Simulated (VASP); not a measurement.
GW runs with VASP on BP (zinc blende), on PBE orbitals with a Kohn-Sham gap of 1.32 eV on the mesh.

```
CELL_PARAMETERS angstrom
      0.00000     2.27000     2.27000
      2.27000     0.00000     2.27000
      2.27000     2.27000     0.00000
ATOMIC_POSITIONS crystal
  B  0.00000 0.00000 0.00000
  P  0.25000 0.25000 0.25000
```

Numerical set-up: PREC = Normal, 500 eV cut-off, 4×4×4 Γ-centred mesh, Gaussian smearing of 0.010 eV, potentials B_GW P_GW.

The mesh is coarse and the basis finite, so the quasiparticle values are not converged.

```csv
run,level,NBANDS,ENCUTGW (eV),QP gap (eV),smallest direct QP gap (eV)
run 1,"G0W0@PBE, 1 step(s)",100,150,1.94,4.25
run 2,"G0W0@PBE, 1 step(s)",240,250,2.01,4.30
run 3,"G0W0@PBE, 1 step(s)",320,300,…,…
```

**Question.** Some entries are withheld; supply them.

**Answer.** 
- run 3, QP gap (eV): 2.03
- run 3, smallest direct QP gap (eV): 4.31

Left out are failed runs and those that VASP or the mesh makes unfit.

The compound is BP in the zinc blende structure. The cell was not relaxed at this level.
